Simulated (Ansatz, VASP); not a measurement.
# FeB4 in two plane-wave programs, part 2 of 2

Aim: how closely do two programs agree when they are given the same cell, functional and k mesh? The cell is taken from a series of VASP runs on this material, whose earlier steps may have relaxed, scaled or displaced it; both programs get it as it stands.

VASP 6.6.1 and Ansatz 0.2.0.

So far: Set-up; VASP: relaxation of cell and atoms, r2SCAN.

## Step 3: Ansatz: relaxation of cell and atoms, r2SCAN

Level of this step: Ansatz beside VASP: Kohn-Sham DFT, plane waves, r2SCAN (Ansatz).

Ansatz runs on its default PAW (the set named soft_2) files.

The same cell, functional, mesh and smearing now go to Ansatz, which takes its cutoff from its data sets.

File input.yaml:

```yaml
crystal:
  lattice:
    - [4.5122589641, 0.0, 0.0]
    - [0.0, 5.2540205278, 0.0]
    - [0.0, 0.0, 3.0016988902]
  atoms:
    - { symbol: Fe, position: [0.0, 0.0, 0.0], spin: 3.0 }
    - { symbol: Fe, position: [0.5, 0.5, 0.5], spin: 3.0 }
    - { symbol: B, position: [0.2480598685, 0.3127052263, 0.0] }
    - { symbol: B, position: [0.7519401315, 0.6872947737, 0.0] }
    - { symbol: B, position: [0.7480598685, 0.1872947737, 0.5] }
    - { symbol: B, position: [0.2519401315, 0.8127052263, 0.5] }
    - { symbol: B, position: [0.337841418, 0.1270128032, 0.5] }
    - { symbol: B, position: [0.662158582, 0.8729871968, 0.5] }
    - { symbol: B, position: [0.837841418, 0.3729871968, 0.0] }
    - { symbol: B, position: [0.162158582, 0.6270128032, 0.0] }
hamiltonian:
  xc: r2scan
  pseudopotentials: { kind: paw }
magnetization:
  spin_polarized: true
kpoints:
  mp_grid: { grid: [6, 5, 9] }
scf:
  occupations: { method: gaussian, width: 0.05 }
relax:
  f_tol: 0.01
  max_steps: 60
  cell: { stress_tol: 0.05 }
output:
  forces: true
  stress: true
```

Launch:

```bash
$ ansatz run input.yaml --threads 4 --pin off --max-ram 9216MiB --backend cpu --events-out ev --progress --plain --runs-dir out
```

Numbers of over 12 decimals in the logs are rounded to 6 here.

Output:

```text
Engine: ansatz 0.2.0, aarch64-unknown-linux-gnu
Pseudopotentials: kind: paw
Pseudopotential: Fe, paw, valence charge 16, recommended cutoff 500 eV (meta_gga), Fe.paw.azcp
Pseudopotential: B, paw, valence charge 3, recommended cutoff 500 eV (meta_gga), B.paw.azcp
Functional definition: r2SCAN
  parameter k0 = 0.174
  parameter k1 = 0.065
  parameter a1 = 4.9479
  exchange = r2scan_x(k0 = k0, k1 = k1, a1 = a1)
  correlation = r2scan_c
Crystal: 10 atoms, lattice volume = 71.163 Å³
Basis set: ecut = 500 eV, 1809 PW (Γ), exchange–correlation on 144×160×96 points (64 copies of the dense FFT grid, shifted against one another)
Bands: 41, of which v1, the nominal top of the filled ones, is band 28 counted from 1 (27 counted from 0)
Symmetry: 8 space group operations
Space group: Pnnm (ITA 58), of the structure as read, at distance tolerance 4.1e-5 Å
Magnetic group: BNS 58.393 (UNI 491), of the structure as read, at distance tolerance 4.1e-5 Å
k-points: 60 of 270
Non-local potential: Fe, projectors of the file, l = 0: 3, l = 1: 2, l = 2: 3, l = 3: 1
Non-local potential: B, projectors of the file, l = 0: 2, l = 1: 2, l = 2: 1
PAW form: soft (Blöchl's): semilocal exchange-correlation on the pseudo side does not see the compensation charge
PAW frozen core: Fe, regenerated for the run's functional (the file was generated under x = pbe(κ = 0.804, μ = 0.219515), c = pbe(β = 0.066725))
PAW frozen core: B, regenerated for the run's functional (the file was generated under x = pbe(κ = 0.804, μ = 0.219515), c = pbe(β = 0.066725))
PAW one-centre angular grid: Fe, 590 points (default); XC on 160 Gauss nodes
PAW one-centre angular grid: B, 302 points (default); XC on 160 Gauss nodes
Initial density: superposition of atomic densities (chi_scale 0.1, normalization cell)
Starting moments: Σ|m| = 6 μB on 2 of 10 sites
Initial wavefunctions: pseudopotential atomic-orbital guess
Functional: x = r2scan, c = r2scan; τ floored in thin density (d = 2e-4 eV/Å³)
SCF iter   1: F=—  HF=-10225.842471 eV  |F-HF|=—  |Δ(HF+E_count)|=         —  Δρ=1.08e-1 (↑1.08e-1 ↓6.80e-2)  dr2=1.92e1  dr2_τ=4.09e-1  dr2_m=5.53e-1  M=4.276 μB ∫|m|=5.178 μB  β_m=1.00  ethr=3.10e-3  ⟨swp⟩=6.0  Hψ=20594  notcnv=0  defer=23
Mixer restart at iter 1: flushing history
preconditioner: auto → Kerker (q_TF=auto, 2.621 Å⁻¹)  [metal: Δε(μ)=0.005 eV  Ē_g=11.644 eV  σ=0.050 eV  W_gap=0.05  n_scr=20 (ndim 8)  ℏωp=27.8 eV  f_vac=0.000  D(μ)=3.18/eV (n_scr^D=34)]
spin=Collinear: Kerker preconditioning applied to the charge; magnetization (m = ρ↑ − ρ↓) channel mixes plain (no charge-response kernel on spin).
SCF iter   2: F=—  HF=-10221.148959 eV  |F-HF|=—  |Δ(HF+E_count)|=    4.69e0  Δρ=3.23e-2 (↑3.07e-2 ↓3.23e-2)  dr2=2.82e0  dr2_τ=1.93e-2  dr2_m=2.18e-2  M=4.003 μB ∫|m|=5.236 μB  β_m=1.00  ethr=3.10e-3  ⟨swp⟩=3.1  Hψ=10670  notcnv=0  defer=764  κ⁻¹=1.0e0(r=1)
SCF iter   3: F=—  HF=-10221.442956 eV  |F-HF|=—  |Δ(HF+E_count)|=   2.94e-1  Δρ=2.59e-2 (↑1.95e-2 ↓2.59e-2)  dr2=1.07e0  dr2_τ=7.87e-3  dr2_m=5.12e-2  M=3.752 μB ∫|m|=4.986 μB  β_m=1.00  ethr=3.10e-3  ⟨swp⟩=2.0  Hψ=6571  notcnv=0  defer=774  κ⁻¹=4.0e-2(r=2)
SCF iter   4: F=—  HF=-10222.516930 eV  |F-HF|=—  |Δ(HF+E_count)|=    1.07e0  Δρ=2.04e-2 (↑1.48e-2 ↓2.04e-2)  dr2=7.41e-1  dr2_τ=4.13e-3  dr2_m=2.95e-2  M=3.655 μB ∫|m|=4.727 μB  β_m=1.00  ethr=1.90e-3  ⟨swp⟩=2.5  Hψ=6612  notcnv=0  defer=785  κ⁻¹=4.6e-3(r=3)
SCF iter   5: F=—  HF=-10224.275278 eV  |F-HF|=—  |Δ(HF+E_count)|=    1.76e0  Δρ=1.19e-2 (↑8.24e-3 ↓1.19e-2)  dr2=3.25e-1  dr2_τ=6.46e-4  dr2_m=2.38e-2  M=3.236 μB ∫|m|=3.964 μB  β_m=1.00  ethr=1.32e-3  ⟨swp⟩=3.0  Hψ=9960  notcnv=0  defer=793  κ⁻¹=2.5e-4(r=4)
SCF iter   6: F=—  HF=-10224.420135 eV  |F-HF|=—  |Δ(HF+E_count)|=   1.45e-1  Δρ=6.06e-3 (↑5.53e-3 ↓6.06e-3)  dr2=8.50e-2  dr2_τ=6.43e-4  dr2_m=2.21e-3  M=2.931 μB ∫|m|=3.567 μB  β_m=1.00  ethr=5.80e-4  ⟨swp⟩=3.0  Hψ=8565  notcnv=0  defer=807  κ⁻¹=2.1e-4(r=5)
SCF iter   7: F=—  HF=-10225.997190 eV  |F-HF|=—  |Δ(HF+E_count)|=         —  Δρ=7.53e-2 (↑7.53e-2 ↓7.45e-2)  dr2=3.05e-1  dr2_τ=4.52e-2  dr2_m=3.39e0  M=0.559 μB ∫|m|=1.074 μB  β_m=1.00  ethr=1.52e-4  ⟨swp⟩=3.0  Hψ=9872  notcnv=0  defer=813
Mixer restart at iter 7: flushing history
SCF iter   8: F=—  HF=-10225.129940 eV  |F-HF|=—  |Δ(HF+E_count)|=   8.67e-1  Δρ=1.35e-2 (↑1.35e-2 ↓6.38e-3)  dr2=4.64e-2  dr2_τ=4.92e-4  dr2_m=5.55e-2  M=0.452 μB ∫|m|=0.733 μB  β_m=1.00  ethr=8.93e-5  ⟨swp⟩=3.0  Hψ=10505  notcnv=0  defer=819
SCF iter   9: F=—  HF=-10225.120628 eV  |F-HF|=—  |Δ(HF+E_count)|=   9.31e-3  Δρ=3.94e-3 (↑3.94e-3 ↓2.59e-3)  dr2=1.39e-2  dr2_τ=2.02e-4  dr2_m=2.58e-3  M=0.438 μB ∫|m|=0.648 μB  β_m=1.00  ethr=8.29e-5  ⟨swp⟩=2.6  Hψ=9896  notcnv=0  defer=816  κ⁻¹=1.0e0(r=1)
SCF iter  10: F=—  HF=-10225.126535 eV  |F-HF|=—  |Δ(HF+E_count)|=   5.91e-3  Δρ=2.10e-3 (↑2.10e-3 ↓1.74e-3)  dr2=7.07e-3  dr2_τ=1.96e-5  dr2_m=4.83e-4  M=0.418 μB ∫|m|=0.589 μB  β_m=1.00  ethr=2.48e-5  ⟨swp⟩=2.1  Hψ=6868  notcnv=0  defer=816  κ⁻¹=1.9e-2(r=2)
SCF iter  11: F=—  HF=-10225.137659 eV  |F-HF|=—  |Δ(HF+E_count)|=   1.11e-2  Δρ=1.05e-3 (↑9.30e-4 ↓1.05e-3)  dr2=1.59e-3  dr2_τ=9.73e-6  dr2_m=3.55e-4  M=0.365 μB ∫|m|=0.497 μB  β_m=1.00  ethr=1.26e-5  ⟨swp⟩=2.0  Hψ=8927  notcnv=0  defer=816  κ⁻¹=4.7e-3(r=3)
[...]
SCF iter  20: F=—  HF=-10225.141654 eV  |F-HF|=—  |Δ(HF+E_count)|=   9.44e-8  Δρ=4.51e-6 (↑3.84e-6 ↓4.51e-6)  dr2=3.51e-8  dr2_τ=3.29e-10  dr2_m=6.31e-10  M=0.317 μB ∫|m|=0.413 μB  β_m=1.00  ethr=2.78e-10  ⟨swp⟩=2.5  Hψ=7220  notcnv=0  defer=816  κ⁻¹=1.8e-5(r=8)
SCF iter  21: F=—  HF=-10225.141654 eV  |F-HF|=—  |Δ(HF+E_count)|=   3.47e-8  Δρ=2.08e-6 (↑1.78e-6 ↓2.08e-6)  dr2=3.07e-9  dr2_τ=8.21e-11  dr2_m=3.91e-10  M=0.317 μB ∫|m|=0.413 μB  β_m=1.00  ethr=6.27e-11  ⟨swp⟩=2.0  Hψ=7796  notcnv=0  defer=816  κ⁻¹=5.6e-6(r=8)
SCF iter  22: F=-10225.141654 eV  HF=-10225.141654 eV  |F-HF|=4.88e-9  |Δ(HF+E_count)|=   1.14e-8  Δρ=2.04e-6 (↑2.04e-6 ↓1.57e-6)  dr2=8.80e-9  dr2_τ=3.51e-11  dr2_m=9.05e-11  M=0.317 μB ∫|m|=0.413 μB  ethr=5.48e-12  ⟨swp⟩=1.6  Hψ=13895  notcnv=0
SCF 1 converged in 22 iterations: F = -10225.141654 eV  dr2 = 8.80e-9
  greatest PAW one-centre occupation: 1.001 electrons in one spin orbital (limit 2), on the Fe atom at site 1 (counted from 0), in its partial waves of l = 1
relax step   1: F+E_penalty+E_count = -10225.14165395 eV  Δ(F+E_penalty+E_count) = +0.000e0 eV  max|allowed force component| = 1.317e-2 eV/Å  Δτ_max = 0.0000 Å  P = -0.560 GPa  Ω = 71.163 Å³  (22 SCF iters, dr2 threshold 1.00e-7 eV, accepted)
[...]
relax step   2: F+E_penalty+E_count = -10225.14190555 eV  Δ(F+E_penalty+E_count) = -2.516e-4 eV  max|allowed force component| = 8.851e-3 eV/Å  Δτ_max = 0.0003 Å  P = -0.275 GPa  Ω = 71.102 Å³  energy of the carried Pulay correction = +3.191e-5 eV  (9 SCF iters, dr2 threshold 1.00e-6 eV, accepted)
[...]
relax step   3: F+E_penalty+E_count = -10225.14202092 eV  Δ(F+E_penalty+E_count) = -1.154e-4 eV  max|allowed force component| = 4.453e-3 eV/Å  Δτ_max = 0.0007 Å  P = +0.020 GPa  Ω = 71.038 Å³  energy of the carried Pulay correction = +6.591e-5 eV  (10 SCF iters, dr2 threshold 4.53e-7 eV, accepted)
[...]
relax step   4: F+E_penalty+E_count = -10225.14195665 eV  Δ(F+E_penalty+E_count) = +6.426e-5 eV  max|allowed force component| = 4.462e-3 eV/Å  Δτ_max = 0.0000 Å  P = +0.020 GPa  Ω = 71.038 Å³  stress off target by 3.46e-2 GPa  SCF on the basis re-selected at this cell (its energy is not comparable with the rows above)  (14 SCF iters)
basis re-selected at this cell: Δ(F+E_penalty+E_count) = +6.426e-5 eV, ΔP = -0.000 GPa vs the last step (what re-selecting the basis moved, of the pressure what is left beyond the Pulay correction that the steps carried, after the strain that the cell walked since its last selection, with what the two solves' SCF thresholds leave and, on support functions, any second-order correction that the steps lacked; it is no m [...]
SCF converged after 14 iterations
Stability not checked: this state was not tested for a lower state beside it, because the mixer in use, unlike msr1, does not test its closes by its own steps (another_mixer; see scf.mixing.algorithm and scf.lower_state_search)
Magnetization: 0.3143 μB (28.1571 up, 27.8429 down)
Absolute magnetization: 0.4108 μB (∫|ρ↑−ρ↓|, with the PAW one-centre terms)
Spin contamination: 0.0084 ħ² per cell (⟨S²⟩ above its minimum at these occupations)
Per-site moments (μB) at R_I (Å): [(0.117540, 0.819293), (0.117540, 0.819293), (0.013795, 0.699091), (0.013795, 0.699091), (0.013795, 0.699091), (0.013795, 0.699091), (-0.00419083, 0.699091), (-0.00419083, 0.699091), (-0.00419083, 0.699091), (-0.00419083, 0.699091)]
Free energy (F): -10225.141957 eV
Harris-Foulkes:  -10225.141957 eV  (|F-HF|=3.27e-11)
Internal energy: -10225.139119 eV  (E = F + TS)
E sigma→0 (E₀):  -10225.140538 eV
Entropy (-TS):   -0.002838 eV (-0.284 meV/atom)
Fermi energy:    14.954606 eV
--- Per-component energies (eV) ---
  E_band       = -453.816987
  E_kinetic    = 1112.993694
  E_local      = -5800.827479  (includes V_loc(G=0)·N_el)
  E_nonlocal   = 514.837030
  E_hartree    = 2503.046853
  E_xc         = -485.843474
  E_vxc        = -679.119469  (∫ρ·V_xc dr)
  E_paw        = -3388.011577  (= ΣΔE_a)
  E_vpaw       = -648.645211  (= ΣTr[D̂ρ^β])
  E_aug_tail   = 0.000514  (compensation charges beyond the density's cutoff)
  E_vtau       = 40.850845  (kinetic-family band-sum trace: ∫τ·v_τ [+ j·A + Jᵃ·Aᵃ] dr)
  E_ewald      = -4680.608194
  E_core_change = -0.726486  (= ΣΔE_core)
  E_smearing   = -0.002838  (= −TS)
  E_closure    = 0.000000  (closes the sum)
  Σ components = -10225.141957   (vs F -10225.141957, Δ=0.00e0)
--- Forces (eV/Å), atoms counted from 1 ---
  atom   1  Fe     0.00000000    -0.00000000     0.00000000
  atom   2  Fe     0.00000000     0.00000000     0.00000000
  atom   3  B     -0.00143136     0.00012741     0.00000000
  atom   4  B      0.00143136    -0.00012741     0.00000000
  atom   5  B     -0.00143136    -0.00012741     0.00000000
  atom   6  B      0.00143136     0.00012741     0.00000000
  atom   7  B     -0.00446223     0.00172043     0.00000000
  atom   8  B      0.00446223    -0.00172043     0.00000000
  atom   9  B     -0.00446223    -0.00172043     0.00000000
  atom  10  B      0.00446223     0.00172043     0.00000000
  max |Σ_I F_I| component: 2.60e-18 eV/Å
--- Stress (GPa, compression-positive) ---
        0.014106       0.000000       0.000000
        0.000000       0.034633       0.000000
        0.000000       0.000000       0.012195
  P = ⅓ Tr σ = 0.0203 GPa (0.203 kbar)
--- Relaxed structure (3 steps of the walk, 3 accepted, 1 SCFs on fresh bases) ---
  F+E_penalty+E_count = -10225.14195665 eV   max|allowed force component| = 4.462e-3 eV/Å   (the final SCF, on the basis selected at the relaxed cell)
  cell:  # Å, volume = 71.0377 Å³
    - [4.510670, 0.0, 0.0]
    - [0.0, 5.249368, 0.0]
    - [0.0, 0.0, 3.000135]
  atoms:
    - { symbol: Fe, position: [0, 0, 0.0] }
    - { symbol: Fe, position: [0.5, 0.5, 0.5] }
    - { symbol: B, position: [0.247901, 0.312702, 0.0] }
    - { symbol: B, position: [0.752099, 0.687298, 0.0] }
    - { symbol: B, position: [0.747901, 0.187298, 0.5] }
    - { symbol: B, position: [0.252099, 0.812702, 0.5] }
    - { symbol: B, position: [0.337631, 0.127077, 0.5] }
    - { symbol: B, position: [0.662369, 0.872923, 0.5] }
    - { symbol: B, position: [0.837631, 0.372923, 0.0] }
    - { symbol: B, position: [0.162369, 0.627077, 0.0] }
```

Elapsed: 78 s, on 4 threads of Arm Neoverse V1, shared host; peak memory 0.78 GiB; 5.1 min of CPU time.

## Step 4: Side by side

Known differences besides the potentials themselves: VASP keeps PBE cores, Ansatz makes them for the functional; both relaxations stop at a tolerance, which leaves soft axes loose, and VASP keeps its plane-wave basis; the data sets hold 56 valence electrons in Ansatz (default PAW (the set named soft_2) files) and 40 in VASP; the cutoff is 500 eV in Ansatz and 420 eV in VASP; Ansatz adds a Pulay correction to the stress that steers its cell, VASP none; site moments are counted in spheres of each program's own size. Total energies have different zeros and are not compared.

The two programs side by side:

```tsv
quantity	Ansatz	VASP	difference
volume (Å³)	71.04	71.16	-0.18 %
edge a after relaxation, in the typed setting (Å)	4.511	4.512	-0.04 %
edge b after relaxation, in the typed setting (Å)	5.249	5.254	-0.09 %
edge c after relaxation, in the typed setting (Å)	3.000	3.002	-0.05 %
total moment (μB)	0.31	0.32	0.00
moment on Fe1 (μB)	0.12	0.12	0.00
moment on Fe2 (μB)	0.12	0.12	0.00
```

The walks stopped with 0.02 GPa left in Ansatz and 0.07 GPa in VASP; each walk ends within a tolerance, so the volume difference is uncertain by about these residues over the bulk modulus, most in soft cells.

## Step 5: Outcome

| Quantity | Value |
| --- | --- |
| difference in volume (relaxation of cell and atoms, r2SCAN) | -0.18 % |

What this shows: The difference in volume is -0.18 % (relaxation of cell and atoms, r2SCAN), within the 1.2 % picked in this series as the mark of a large difference, as far as the stopping tolerances let one tell. How closely two codes agree says nothing of how well the functional describes the real material.

[Lines on the potential files, build, host, timing and source positions are cut from VASP's logs without a mark.]

[Logs are printed without paths, hosts, clocks, repeated set-up lines and the standing remarks that a program may print on its own settings, such as how far it seeks lower states.]

[Hosts, paths, dates, database ids (printed as entryN), source tags and the programs' standing remarks are cut or masked in the printed files.]
